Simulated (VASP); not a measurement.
# Ga23CN24 (a cell with a defect) in VASP: relaxation of the atoms with PBE

Aim: the relaxation of the atoms of Ga23CN24 (a cell with a defect) with PBE.

All numbers are computed with VASP 6.6.1; they aren't measurements. Logs are shortened: lines on timing, memory, paths and dates and some standing lists are left out, and cuts for length are marked.

## 1. The crystal as given

The cell holds a defect, 48 atoms: a = 8.302 Å, b = 8.302 Å, c = 8.302 Å, α = 84.34°, β = 84.34°, γ = 84.34°.

## 2. Relaxation of the atoms, PBE

Input file INCAR:

```
SYSTEM = Ga23CN24
ALGO     = Normal         ! electronic algorithm
EDIFF    = 1E-6           ! SCF threshold, eV
EDIFFG   = -0.025         ! ionic threshold
ENCUT    = 450            ! plane-wave cutoff, eV
GGA      = PE             ! functional
IBRION   = 2              ! ionic algorithm
ICORELEVEL= 1            
ISIF     = 2              ! what is computed and relaxed
ISMEAR   = 0              ! smearing method
LASPH    = .True.         ! aspherical terms in the spheres
LCHARG   = .False.        ! write CHGCAR
LREAL    = Auto         
LUSENCCL = .False.      
LWAVE    = .False.        ! write WAVECAR
NELECT   = 422.0        
NELM     = 80             ! most SCF steps
NSW      = 70             ! ionic steps
PREC     = Normal         ! precision mode
SIGMA    = 0.01           ! smearing width, eV
```

Input file KPOINTS:

```
k-points
0
Monkhorst
  2 2 2
  0 0 0
```

Input file POSCAR:

```
Ga23CN24
1.0
   -3.2177240000     -5.5732640000      5.2440550000
    6.4354500000      0.0000000000      5.2440550000
   -3.2177260000      5.5732640000      5.2440550000
C Ga N
1 23 24
Direct
    0.8330620000      0.4997285000      0.6663955000
    0.6663953300      0.3330618300      0.9997288300
    0.9997286700      0.6663951700      0.3330621700
    0.6663953300      0.8330618300      0.4997288300
    0.9997286700      0.1663951700      0.8330621700
    0.1663953300      0.3330618300      0.4997288300
    0.4997286700      0.6663951700      0.8330621700
    0.8330620000      0.9997285000      0.1663955000
    0.3330620000      0.4997285000      0.1663955000
    0.3330620000      0.9997285000      0.6663955000
    0.1663953300      0.8330618300      0.9997288300
    0.4997286700      0.1663951700      0.3330621700
    0.6663953300      0.4997288300      0.3330618300
    0.4997286700      0.3330621700      0.6663951700
    0.8330620000      0.6663955000      0.9997285000
    0.4997286700      0.8330621700      0.1663951700
    0.8330620000      0.1663955000      0.4997285000
    0.9997286700      0.3330621700      0.1663951700
    0.3330620000      0.6663955000      0.4997285000
    0.6663953300      0.9997288300      0.8330618300
    0.1663953300      0.4997288300      0.8330618300
    0.1663953300      0.9997288300      0.3330618300
    0.9997286700      0.8330621700      0.6663951700
    0.3330620000      0.1663955000      0.9997285000
    0.6252713300      0.2919378300      0.4586048300
    0.4586046700      0.1252711700      0.7919381700
    0.7919380000      0.4586045000      0.1252715000
    0.4586046700      0.6252711700      0.2919381700
    0.7919380000      0.9586045000      0.6252715000
    0.9586046700      0.1252711700      0.2919381700
    0.2919380000      0.4586045000      0.6252715000
    0.6252713300      0.7919378300      0.9586048300
    0.1252713300      0.2919378300      0.9586048300
    0.1252713300      0.7919378300      0.4586048300
    0.9586046700      0.6252711700      0.7919381700
    0.2919380000      0.9586045000      0.1252715000
    0.7919380000      0.6252715000      0.4586045000
    0.6252713300      0.4586048300      0.7919378300
    0.9586046700      0.7919381700      0.1252711700
    0.6252713300      0.9586048300      0.2919378300
    0.9586046700      0.2919381700      0.6252711700
    0.1252713300      0.4586048300      0.2919378300
    0.4586046700      0.7919381700      0.6252711700
    0.7919380000      0.1252715000      0.9586045000
    0.2919380000      0.6252715000      0.9586045000
    0.2919380000      0.1252715000      0.4586045000
    0.1252713300      0.9586048300      0.7919378300
    0.4586046700      0.2919381700      0.1252711700
```

Potentials or basis: VASP PAW PBE potentials, release 64 (C, Ga_d, N).

The run is started by

```bash
cat potpaw_PBE.64/C/POTCAR potpaw_PBE.64/Ga_d/POTCAR potpaw_PBE.64/N/POTCAR > POTCAR
mpirun -np 1 vasp_std > vasp.out
```

OUTCAR:

```text
SYSTEM = Ga23CN24
   EDIFF = 1E-6
   EDIFFG = -0.025
   ENCUT = 450
   GGA = PE
   IBRION = 2
   ISIF = 2
   ISMEAR = 0
   LASPH = .True.
   LREAL = Auto
   NELECT = 422.0
   NELM = 80
   NSW = 70
   PREC = Normal

 ion  position               nearest neighbor table
   1  0.833  0.500  0.666-
   2  0.666  0.333  1.000-  44 1.97  48 1.97  38 1.97  27 1.98
   3  1.000  0.666  0.333-  42 1.97  37 1.97  39 1.97  34 1.98
   4  0.666  0.833  0.500-  37 1.97  43 1.97  40 1.97  29 1.98
   5  1.000  0.166  0.833-  47 1.97  44 1.97  41 1.97  33 1.98
   6  0.166  0.333  0.500-  46 1.97  41 1.97  42 1.97  31 1.98
   7  0.500  0.666  0.833-  38 1.97  45 1.97  43 1.97  32 1.98
[... 27 lines left out ...]
  35  0.959  0.625  0.792-  21 1.97  15 1.97  23 1.97
  36  0.292  0.959  0.125-  16 1.97  22 1.97  24 1.97  11 1.98
  37  0.792  0.625  0.459-   4 1.97   3 1.97  13 1.98
  38  0.625  0.459  0.792-   7 1.97   2 1.97  14 1.98
  39  0.959  0.792  0.125-   8 1.97  11 1.97   3 1.97  15 1.98
  40  0.625  0.959  0.292-  12 1.97   8 1.97   4 1.97  16 1.98
  41  0.959  0.292  0.625-   6 1.97   5 1.97  17 1.98
  42  0.125  0.459  0.292-   3 1.97   9 1.97   6 1.97  18 1.98
  43  0.459  0.792  0.625-  10 1.97   4 1.97   7 1.97  19 1.98
  44  0.792  0.125  0.959-   2 1.97   5 1.97   8 1.97  20 1.98
  45  0.292  0.625  0.959-  11 1.97   7 1.97   9 1.97  21 1.98
  46  0.292  0.125  0.459-   6 1.97  12 1.97  10 1.97  22 1.98
  47  0.125  0.959  0.792-   5 1.97  10 1.97  11 1.97  23 1.98
  48  0.459  0.292  0.125-   9 1.97   2 1.97  12 1.97  24 1.98

  LATTYP: Found a trigonal (rhomboedric) cell.
 ALAT       =     8.3015146249
 COS(alpha) =     0.0985646338

  Lattice vectors:

 A1 = (  -3.2177240000,  -5.5732640000,   5.2440550000)
 A2 = (   6.4354500000,   0.0000000000,   5.2440550000)
 A3 = (  -3.2177260000,   5.5732640000,   5.2440550000)

Analysis of symmetry for initial positions (statically):
=====================================================================
 Subroutine PRICEL returns:
 Original cell was already a primitive cell.

 Routine SETGRP: Setting up the symmetry group for a
 trigonal (rhombohedral) supercell.

 Subroutine GETGRP returns: Found  3 space group operations
 (whereof  1 operations were pure point group operations)
 out of a pool of 12 trial point group operations.

The static configuration has the point symmetry C_1 .
 The point group associated with its full space group is C_3 .

Analysis of symmetry for dynamics (positions and initial velocities):
=====================================================================
 Subroutine PRICEL returns:
 Original cell was already a primitive cell.

 Routine SETGRP: Setting up the symmetry group for a
 trigonal (rhombohedral) supercell.

 Subroutine GETGRP returns: Found  3 space group operations
 (whereof  1 operations were pure point group operations)
 out of a pool of 12 trial point group operations.

The dynamic configuration has the point symmetry C_1 .
 The point group associated with its full space group is C_3 .

 Subroutine INISYM returns: Found  3 space group operations
 (whereof  1 operations are pure point group operations),
 and found     1 'primitive' translations

----------------------------------------------------------------------------------------

                                     Primitive cell

  volume of cell :     564.2571

  direct lattice vectors                    reciprocal lattice vectors
    -3.217724000 -5.573264000  5.244055000    -0.051796430 -0.089714044  0.063564042
     6.435450000  0.000000000  5.244055000     0.103592859  0.000000019  0.063564042
    -3.217726000  5.573264000  5.244055000    -0.051796430  0.089714025  0.063564042

  length of vectors
     8.301513850  8.301513690  8.301514625     0.121539571  0.121539574  0.121539557

  position of ions in fractional coordinates (direct lattice)
     0.833062000  0.499728500  0.666395500
     0.666395330  0.333061830  0.999728830
     0.999728670  0.666395170  0.333062170
     0.666395330  0.833061830  0.499728830
[... 133 lines left out ...]
   NGXF,Y,Z  is equivalent  to a cutoff of  19.22, 19.22, 19.22 a.u.
 SYSTEM =  Ga23CN24
   PREC   = normal    normal or accurate (medium, high low for compatibility)
   ISTART =      0    job   : 0-new  1-cont  2-samecut
   ICHARG =      2    charge: 1-file 2-atom 10-const
   ISPIN  =      1    spin polarized calculation?
   LNONCOLLINEAR =      F non collinear calculations
   LSORBIT =      F    spin-orbit coupling
   LASPH  =      T    aspherical Exc in radial PAW
   ENCUT  =  450.0 eV  33.07 Ry    5.75 a.u.  14.36 14.36 14.36*2*pi/ulx,y,z
   NELM   =     80;   NELMIN=  2; NELMDL= -5     # of ELM steps
   EDIFF  = 0.1E-05   stopping-criterion for ELM
   LREAL  =      T    real-space projection
   EDIFFG = -.3E-01   stopping-criterion for IOM
   NSW    =     70    number of steps for IOM
   IBRION =      2    ionic relax: 0-MD 1-quasi-New 2-CG
   NFREE  =      1    steps in history (QN), initial steepest desc. (CG)
   ISIF   =      2    stress and relaxation
   ISYM   =      2    0-nonsym 1-usesym 2-fastsym
   POTIM  = 0.5000    time-step for ionic-motion
   TEBEG  =    0.0;   TEEND  =   0.0 temperature during run
   PSTRESS=    0.0 pullay stress
   NELECT =     422.0000    total number of electrons
   NUPDOWN=      -1.0000    fix difference up-down
   EMIN   =  10.00;   EMAX   =-10.00  energy-range for DOS
   EFERMI =   0.00;   METHOD = LEGACY
   ISMEAR =     0;   SIGMA  =   0.01  broadening in eV -4-tet -1-fermi 0-gaus
   EFERMI_NEDOS =   21; number of points for ismear=-14 and -15
   IALGO  =     38    algorithm
   IMIX   =      4    mixing-type and parameters
     AMIX     =   0.40;   BMIX     =  1.00
     AMIX_MAG =   1.60;   BMIX_MAG =  1.00
  volume/ion in A,a.u.               =      11.76        79.33
  Fermi-wavevector in a.u.,A,eV,Ry     =   1.486004  2.808140 30.044491  2.208208
  Thomas-Fermi vector in A             =   2.599345
   LORBIT       =      0    0 simple, 1 ext, 2 COOP (PROOUT), +10 PAW based schemes
   GGA     = PE    functional components
   LHFCALC =     F    Hartree Fock is set to
   AEXX    =    0.0000 exact exchange contribution
   IVDW    =     0    specifies the selected vdW correction
   LEPSILON=     F    determine dielectric tensor
   LRPA    =     F    only Hartree local field effects (RPA)
 conjugate gradient relaxation of ions
 non-spin polarized calculation
 Gauss-broadening in eV      SIGMA  =   0.01
  energy-cutoff  :      450.00
  volume of cell :      564.26
 maximum number of plane-waves:     12242
   NGX = 29   NGY = 29   NGZ = 29

--------------------------------------- Ionic step        1  -------------------------------------------

 number of electron     422.0000824 magnetization

 Free energy of the ion-electron system (eV)
  ---------------------------------------------------
  ext. energy  EPLUGINS =         0.00000000
  ---------------------------------------------------
  free energy    TOTEN  =      -296.76213502 eV

  energy without entropy =     -296.76213502  energy(sigma->0) =     -296.76213502

------------------------ aborting loop because EDIFF is reached ----------------------------------------

  FORCE on cell =-STRESS in cart. coord.  units (eV):
  Direction    XX          YY          ZZ          XY          YZ          ZX
  --------------------------------------------------------------------------------------
  -------------------------------------------------------------------------------------
  Total      -22.0167048    -22.0167112    -21.3819241      0.0000039      0.0000000     -0.0000000
  in kB      -62.5152357    -62.5152540    -60.7128104      0.0000110      0.0000000     -0.0000000
  external PRESSURE =     -61.9144334 kB  Pullay stress =       0.0000000 kB
[... 227 lines left out ...]
  FREE ENERGIE OF THE ION-ELECTRON SYSTEM (eV)
  ---------------------------------------------------
  free  energy   TOTEN  =      -298.9724488336 eV

  energy  without entropy=     -298.9724488336  energy(sigma->0) =     -298.97244883

[... ionic steps 4 to 13 ...]

--------------------------------------- Ionic step       14  -------------------------------------------

 number of electron     422.0000257 magnetization

------------------------ aborting loop because EDIFF is reached ----------------------------------------
[... 159 lines left out ...]
--------------------------------------- Ionic step       16  -------------------------------------------

 number of electron     422.0000248 magnetization

 Free energy of the ion-electron system (eV)
  ---------------------------------------------------
  ext. energy  EPLUGINS =         0.00000000
  ---------------------------------------------------
  free energy    TOTEN  =      -300.14459915 eV

  energy without entropy =     -300.14459915  energy(sigma->0) =     -300.14459915

 the core state eigenenergies are
   1-  1s   -263.8026
   2-  1s -10217.6801  2s  -1251.0500  2p  -1087.5110  3s   -137.3072  3p    -88.0504

   3-  1s -10217.6776  2s  -1251.0470  2p  -1087.5081  3s   -137.3042  3p    -88.0474

   4-  1s -10217.6801  2s  -1251.0500  2p  -1087.5111  3s   -137.3072  3p    -88.0505
[... 63 lines left out ...]
  47-  1s   -370.6500
  48-  1s   -370.5095

 E-fermi :   4.7438     XC(G=0): -11.4292

 val. band max:        4.6879266012   @ k =   0.2500   0.2500   0.2500
 cond. band min:       7.5323868943   @ k =   0.2500   0.2500   0.2500
 fundamental gap:      2.8444602931
 Fermi energy:         4.7437993572

 k-point     1 :       0.2500    0.2500    0.2500
  band No.  band energies     occupation
      1     -12.4266      2.00000
      2     -10.5298      2.00000
      3     -10.2785      2.00000
      4     -10.2267      2.00000
      5     -10.1758      2.00000
      6     -10.0958      2.00000
[... 215 lines left out ...]
    222       9.8210      0.00000
    223       9.8864      0.00000

 k-point     2 :      -0.2500    0.2500    0.2500
  band No.  band energies     occupation
      1     -12.4261      2.00000
      2     -10.5047      2.00000
      3     -10.3021      2.00000
      4     -10.2481      2.00000
      5     -10.1759      2.00000
      6     -10.1023      2.00000
[... 215 lines left out ...]
    222       9.8078      0.00000
    223       9.9414      0.00000
 [bands above 223 left out]

------------------------ aborting loop because EDIFF is reached ----------------------------------------

  FORCE on cell =-STRESS in cart. coord.  units (eV):
  Direction    XX          YY          ZZ          XY          YZ          ZX
  --------------------------------------------------------------------------------------
  -------------------------------------------------------------------------------------
  Total      -29.1664610    -29.1664696    -29.2541869      0.0000055     -0.0000000     -0.0000000
  in kB      -82.8165796    -82.8166039    -83.0656723      0.0000157     -0.0000000     -0.0000000
  external PRESSURE =     -82.8996186 kB  Pullay stress =       0.0000000 kB
[... 63 lines left out ...]
  FREE ENERGIE OF THE ION-ELECTRON SYSTEM (eV)
  ---------------------------------------------------
  free  energy   TOTEN  =      -300.1445991504 eV

  energy  without entropy=     -300.1445991504  energy(sigma->0) =     -300.14459915

 reached required accuracy - stopping structural energy minimisation
```

Wall time 33 min (1 × NVIDIA H100 80GB with 1 thread of AMD EPYC 7R13 (Zen 3), shared host); peak memory 1.4 GiB.

Results:

| Item | Value |
| --- | --- |
| Free energy | -300.1446 eV |
| Energy gained by relaxing | 70.5 meV/atom |
| Ionic steps | 16 |
| Largest force after relaxing | 0.016 eV/Å |

Forces in eV/Å, atoms in the order of the input:
```
C    0.000  0.000  0.000
Ga  -0.005  0.009 -0.004
Ga   0.003 -0.005  0.001
Ga   0.010  0.000 -0.004
Ga  -0.006  0.000  0.001
Ga  -0.005 -0.008 -0.004
Ga   0.003  0.005  0.001
Ga  -0.004  0.009 -0.004
Ga  -0.005 -0.008 -0.004
Ga   0.009 -0.001 -0.004
Ga   0.000  0.000  0.008
Ga   0.000  0.000 -0.005
Ga   0.001 -0.001  0.004
Ga   0.000  0.001  0.004
Ga   0.005  0.003  0.001
Ga   0.015  0.004  0.001
Ga  -0.001  0.000  0.004
Ga  -0.010 -0.007 -0.002
Ga   0.011 -0.005 -0.002
Ga  -0.001  0.012 -0.002
Ga  -0.005  0.002  0.001
Ga  -0.004 -0.015  0.001
Ga   0.000 -0.005  0.001
Ga  -0.011  0.011  0.001
N    0.000  0.000  0.012
N    0.004 -0.001  0.001
N   -0.006  0.000  0.001
N   -0.003 -0.003  0.001
N    0.003  0.005  0.001
N   -0.001  0.004  0.001
N    0.003 -0.006  0.001
N   -0.004  0.003 -0.001
N   -0.001 -0.005 -0.001
N    0.005  0.002 -0.001
N    0.000  0.000 -0.002
N    0.000  0.000 -0.002
N   -0.004  0.003  0.004
N   -0.001 -0.005  0.004
N   -0.001  0.000 -0.006
N    0.000  0.001 -0.001
N    0.005  0.002  0.004
N    0.003  0.002  0.000
N   -0.003  0.001  0.000
N    0.000 -0.004  0.000
N    0.000 -0.001 -0.006
N    0.001  0.000 -0.001
N    0.001  0.001 -0.006
N   -0.001 -0.001 -0.001
```

The path:
```
step  energy change (eV)  largest force (eV/Å)  pressure (GPa)
   1              0.0000                3.0600           -6.19
   2             -1.6419                2.3031           -7.28
   3             -2.2103                1.5413           -7.42
   4             -2.8619                1.1733           -7.49
   5             -2.8629                1.1133           -7.50
   6             -3.2802                0.3704           -8.09
   7             -3.3033                0.3199           -8.22
   8             -3.3502                0.1712           -8.28
   9             -3.3597                0.2198           -8.31
  10             -3.3744                0.0889           -8.30
  11             -3.3764                0.0883           -8.30
  12             -3.3795                0.0469           -8.30
  13             -3.3803                0.0512           -8.30
  14             -3.3819                0.0291           -8.29
  15             -3.3821                0.0288           -8.29
  16             -3.3825                0.0160           -8.29
```

Final structure:
```cif
data_structure
_symmetry_space_group_name_H-M 'P 1'
_symmetry_Int_Tables_number 1
_cell_length_a 8.3015
_cell_length_b 8.3015
_cell_length_c 8.3015
_cell_angle_alpha 84.343
_cell_angle_beta 84.343
_cell_angle_gamma 84.343
_cell_volume 564.26
loop_
_atom_site_label
_atom_site_type_symbol
_atom_site_fract_x
_atom_site_fract_y
_atom_site_fract_z
_atom_site_occupancy
C1 C 0.83306 0.49973 0.66639 1
Ga1 Ga 0.67517 0.33526 0.99638 1
Ga2 Ga 0.00044 0.65963 0.33899 1
Ga3 Ga 0.66859 0.82972 0.50851 1
Ga4 Ga 0.99296 0.17233 0.83377 1
Ga5 Ga 0.16305 0.34184 0.50192 1
Ga6 Ga 0.50566 0.66711 0.82630 1
Ga7 Ga 0.83334 0.99713 0.16947 1
Ga8 Ga 0.33614 0.50001 0.16380 1
Ga9 Ga 0.33047 0.00281 0.66667 1
Ga10 Ga 0.16631 0.83298 0.99965 1
Ga11 Ga 0.49761 0.16428 0.33095 1
Ga12 Ga 0.66820 0.49594 0.34131 1
Ga13 Ga 0.50798 0.33486 0.66261 1
Ga14 Ga 0.82880 0.66103 0.99457 1
Ga15 Ga 0.50056 0.83135 0.16717 1
Ga16 Ga 0.82928 0.17464 0.50153 1
Ga17 Ga 0.00147 0.33232 0.16746 1
Ga18 Ga 0.33412 0.66814 0.49898 1
Ga19 Ga 0.66565 0.00079 0.83481 1
Ga20 Ga 0.16123 0.49546 0.82769 1
Ga21 Ga 0.16469 0.00051 0.33389 1
Ga22 Ga 0.99436 0.82790 0.66213 1
Ga23 Ga 0.33384 0.16722 0.99802 1
N1 N 0.62189 0.28856 0.45522 1
N2 N 0.46017 0.12931 0.79073 1
N3 N 0.79333 0.45966 0.13044 1
N4 N 0.46264 0.62406 0.29350 1
N5 N 0.79299 0.96377 0.62667 1
N6 N 0.95739 0.12684 0.29598 1
N7 N 0.29710 0.46000 0.62633 1
N8 N 0.62431 0.79159 0.95755 1
N9 N 0.12421 0.29098 0.95825 1
N10 N 0.12492 0.79088 0.45765 1
N11 N 0.93524 0.60191 0.76858 1
N12 N 0.29222 0.95888 0.12555 1
N13 N 0.79957 0.60059 0.50019 1
N14 N 0.66686 0.46624 0.76726 1
N15 N 0.95620 0.78482 0.12603 1
N16 N 0.62718 0.95203 0.29677 1
N17 N 0.93393 0.33352 0.63291 1
N18 N 0.12847 0.45806 0.29068 1
N19 N 0.45734 0.79514 0.62472 1
N20 N 0.79139 0.12401 0.96180 1
N21 N 0.29270 0.62286 0.95149 1
N22 N 0.28537 0.13010 0.46051 1
N23 N 0.11816 0.95936 0.78953 1
N24 N 0.46343 0.29385 0.11870 1
```

Core levels (eV, on the scale of the bands):
| atom | levels |
| --- | --- |
| 1 C | 1s -263.8 |
| 2 Ga | 1s -10217.7, 2s -1251.0, 2p -1087.5, 3s -137.3, 3p -88.1 |
| 3 Ga | 1s -10217.7, 2s -1251.0, 2p -1087.5, 3s -137.3, 3p -88.0 |
| 4 Ga | 1s -10217.7, 2s -1251.0, 2p -1087.5, 3s -137.3, 3p -88.1 |
| 5 Ga | 1s -10217.7, 2s -1251.0, 2p -1087.5, 3s -137.3, 3p -88.0 |
| 6 Ga | 1s -10217.7, 2s -1251.0, 2p -1087.5, 3s -137.3, 3p -88.1 |

Caveat: the cell is charged against a uniform background, so pressure and absolute levels hang on convention; the cutoff is under 1.25 times the usual one of these potentials, so pressure, stress and relaxed cells hold a basis-set (Pulay) error.
